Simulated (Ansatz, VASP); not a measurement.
# Ga14Ge17O55 (amorphous 29Ga2O3-71GeO2 (mol %)): VASP beside Ansatz

One calculation is typed for both programs; each brings its own data sets. How far apart do they land? The cell is taken from a series of runs on this material, whose earlier steps may have relaxed, scaled, displaced or heated it; both programs get it as it stands.

Calculated with Ansatz 0.2.0; plane waves, with VASP 6.6.1 beside it; single point at PBE.

**1. Starting point**

The cell holds 86 atoms: 14 Ga, 17 Ge and 55 O. Cell: a = 10.944 Å, b = 10.944 Å, c = 10.944 Å, α = 90.0°, β = 90.0°, γ = 90.0°. As first built, before any earlier steps moved the atoms (in the runner's words): 86 atoms (14 Fe, 17 Ge, 55 O) placed at random at 3.74 g/cm^3, melted at 5000 K for 10 ps at fixed volume with the Morse and Coulomb pair potential with partial charges (Pedone, Malavasi, Menziani, Cormack and Segre, J. Phys. Chem. B 110, 11780 (2006)). Quenched from 5000 K to 300 K at 100 K/ps and fixed volume, held 5 ps, then minimised at fixed cell. Then Fe was replaced by Ga and the cell scaled by 1.006 (the potential has no terms for the new elements, so the cell is a start for a DFT relaxation).

**2. VASP: single point, PBE**

With cell and atoms fixed, the geometry can't cause a difference; cores, projectors, grids and the points listed under the comparison can.

Lines of VASP's logs that name or quote its potential files are left out, and so is its time.

The input, INCAR:

```
SYSTEM = Ga14Ge17O55
PREC = Accurate
ENCUT = 600
EDIFF = 1E-06
NELM = 120
ISMEAR = -1
SIGMA = 0.05
LREAL = Auto
ALGO = Normal
GGA = PE
NBANDS = 440
LORBIT = 11
LWAVE = .FALSE.
LCHARG = .FALSE.
ISIF = 2
LASPH = .TRUE.
GGA_COMPAT = .FALSE.
EFERMI = MIDGAP
NCORE = 2
```

The input, POSCAR:

```
Ga14Ge17O55
1.0
   10.9438700000      0.0000000000      0.0000000000
    0.0000000000     10.9438700000      0.0000000000
    0.0000000000      0.0000000000     10.9438700000
Ga Ge O
14 17 55
Direct
    0.8427200000      0.5376300000      0.6844200000
    0.0383100000      0.9620400000      0.5067900000
    0.9944400000      0.5690400000      0.0395600000
    0.3976700000      0.6771900000      0.9201200000
    0.5677900000      0.6342000000      0.1059700000
    0.7995300000      0.5422800000      0.2155500000
    0.9198200000      0.8008500000      0.2989300000
    0.6199300000      0.7358800000      0.7065700000
    0.2773800000      0.7199200000      0.1870000000
    0.2643500000      0.4753400000      0.0516500000
    0.0968400000      0.8097100000      0.9919800000
    0.6590200000      0.7777500000      0.3849100000
    0.8190200000      0.7995600000      0.9944500000
    0.0483500000      0.6932100000      0.5880700000
    0.9985300000      0.0879200000      0.9182400000
    0.5237000000      0.4032200000      0.9068600000
    0.1509100000      0.4754600000      0.7987700000
    0.8197800000      0.3496600000      0.9491300000
    0.2932500000      0.6270300000      0.4834700000
    0.3049400000      0.8121600000      0.7196800000
    0.1861600000      0.1859100000      0.6851700000
    0.1392900000      0.0157300000      0.1946000000
    0.8656800000      0.3187100000      0.4369200000
    0.5655600000      0.9004900000      0.1168800000
    0.0904900000      0.4731000000      0.3176200000
    0.5973100000      0.3787800000      0.3200500000
    0.4112100000      0.1293200000      0.2640800000
    0.5353900000      0.4682400000      0.6122300000
    0.4336500000      0.0594400000      0.5698700000
    0.7453000000      0.0321700000      0.5135600000
    0.8889600000      0.8531000000      0.7357300000
    0.3403200000      0.1677400000      0.6426500000
    0.6033800000      0.7868700000      0.5418100000
    0.3828800000      0.6127400000      0.0987600000
    0.5714300000      0.7867500000      0.2330900000
    0.2810600000      0.5556700000      0.8500300000
    0.4920900000      0.0238900000      0.1762900000
    0.7658300000      0.9274800000      0.3921600000
    0.0459000000      0.8600700000      0.6711600000
    0.3207900000      0.7002200000      0.3497900000
    0.8737200000      0.7085800000      0.6479500000
    0.8986600000      0.2108200000      0.9330200000
    0.4464600000      0.7415900000      0.7609200000
    0.2034800000      0.4495300000      0.2132300000
    0.5763200000      0.3958300000      0.4769800000
    0.6604000000      0.3386900000      0.9557400000
    0.8398700000      0.9631200000      0.6219400000
    0.1718700000      0.3408500000      0.7196700000
    0.2371700000      0.8113800000      0.8645700000
    0.2592000000      0.1166400000      0.2199200000
    0.9867500000      0.5663500000      0.2378500000
    0.3605800000      0.9358500000      0.6406900000
    0.6007000000      0.5083900000      0.2286800000
    0.1155700000      0.1221100000      0.8159400000
    0.4078900000      0.0724900000      0.4139400000
    0.2410400000      0.7214700000      0.6022000000
    0.8652100000      0.4398700000      0.0729100000
    0.5009400000      0.2627300000      0.2747600000
    0.5098900000      0.3925600000      0.7486000000
    0.1013800000      0.4496000000      0.9492500000
    0.5960400000      0.0581100000      0.5659800000
    0.7890400000      0.6775700000      0.3344000000
    0.9360200000      0.9444400000      0.8724800000
    0.4887600000      0.8058500000      0.0151200000
    0.8596200000      0.4260800000      0.5509300000
    0.7455900000      0.8060900000      0.8126200000
    0.8470700000      0.4454800000      0.8279400000
    0.0607400000      0.5622700000      0.7045400000
    0.0041800000      0.3517000000      0.3670200000
    0.1566500000      0.5508200000      0.4424000000
    0.7109400000      0.9157900000      0.0670400000
    0.0193600000      0.7860400000      0.4408500000
    0.3942600000      0.3724700000      0.9899500000
    0.0495500000      0.9907100000      0.3224400000
    0.9540800000      0.8123800000      0.1301600000
    0.5443700000      0.5613400000      0.9344700000
    0.7467200000      0.6580500000      0.0810700000
    0.9619800000      0.7022400000      0.9215000000
    0.6525500000      0.5653800000      0.6629000000
    0.1555500000      0.6556500000      0.0684200000
    0.8146600000      0.1722600000      0.4749000000
    0.1066100000      0.1080300000      0.5712200000
    0.0660100000      0.0444400000      0.0557400000
    0.4089200000      0.5469800000      0.5523000000
    0.7600800000      0.3691000000      0.3220200000
    0.2096400000      0.8761900000      0.1534200000
```

The input, KPOINTS:

```
Automatic mesh
0
Gamma
1 1 1
0 0 0
```

The projector-augmented-wave data sets are Ga_d, Ge_d and O (PBE family, release 64).

Command:

```
> mpirun -np 8 vasp_gam
```

Numbers of over 12 decimals in the logs are rounded to 6 here.

The log of the run:

```text
[banner, memory and clock lines left out]
running    8 mpi-ranks, on    1 nodes
[...]
LDA part: xc-table for (Slater+PW92), standard interpolation
 POSCAR, INCAR and KPOINTS ok, starting setup
[...]
entering main loop
       N       E                     dE             d eps       ncg     rms          rms(c)
DAV:   1     0.246532035477E+05    0.24653E+05   -0.27913E+05  1064   0.447E+03
DAV:   2     0.619722921981E+04   -0.18456E+05   -0.17126E+05   880   0.132E+03
DAV:   3     0.493964927049E+03   -0.57033E+04   -0.53393E+04  1088   0.435E+02
DAV:   4    -0.505740817561E+03   -0.99971E+03   -0.97128E+03  1056   0.196E+02
[...]
DAV:  19    -0.515986057464E+03    0.10505E-06   -0.30693E-05  1160   0.248E-02    0.970E-03
DAV:  20    -0.515986056004E+03    0.14603E-05   -0.18944E-05  1208   0.196E-02    0.489E-03
DAV:  21    -0.515986055750E+03    0.25403E-06   -0.58048E-06   792   0.105E-02
   1 F= -.51598606E+03 E0= -.51598603E+03  d E =-.610318E-04
```

OUTCAR, selected parts (step 2):

```text
  Total      -22.6092068    -12.6100337    -32.2666130     -5.0065546     -6.8167952     -1.4064758
  in kB      -27.6365058    -15.4139539    -39.4412969     -6.1197935     -8.3325524     -1.7192146
  external PRESSURE =     -27.4972522 kB  Pullay stress =       0.0000000 kB

 POSITION                                       TOTAL-FORCE (eV/Angst)
 -----------------------------------------------------------------------------------
      9.22262      5.88375      7.49020        -0.191030     -1.361565     -0.000044
      0.41926     10.52844      5.54624         0.627245      0.047493      0.515980
     10.88302      6.22750      0.43294         0.604102     -0.303554     -0.245274
      4.35205      7.41108     10.06967         0.185546     -0.440314     -0.320102
      6.21382      6.94060      1.15972         0.622424      0.425610     -0.416664
      8.74995      5.93464      2.35895        -0.285151      0.638737     -0.154752
     10.06639      8.76440      3.27145        -0.062613     -0.253810     -0.213391
      6.78443      8.05338      7.73261        -0.113547      0.040379     -1.541088
      3.03561      7.87871      2.04650        -0.653845     -0.200952      0.527651
      2.89301      5.20206      0.56525         0.066892      0.007827     -0.683956
      1.05980      8.86136     10.85610         0.037834     -1.142708      0.708304
      7.21223      8.51159      4.21241         0.170998      0.682123      0.483171
[...]
3.33722      8.88817      7.87608         0.504691      0.570483      0.287629
[...]
-----------------------------------------------------------------------------------
    total drift:                                0.001669      0.001697      0.013029

  FREE ENERGIE OF THE ION-ELECTRON SYSTEM (eV)
  ---------------------------------------------------
  free  energy   TOTEN  =      -515.9860557496 eV

  energy  without entropy=     -515.9859947178  energy(sigma->0) =     -515.98602523

[... 3 further parts left out ...]
[key lines of the parts left out:]
E-fermi :   1.4846
```

The run ends at a pressure of -2.75 GPa, with forces up to 2.3 eV/Å.

[end of part 1 of 2]

[Lines on the potential files, build, host, timing and source positions are cut from VASP's logs without a mark.]

[Logs are printed without paths, hosts, clocks, repeated set-up lines and the standing remarks that a program may print on its own settings, such as how far it seeks lower states.]

[Hosts, paths, dates, database ids (printed as entryN), source tags and the programs' standing remarks are cut or masked in the printed files.]
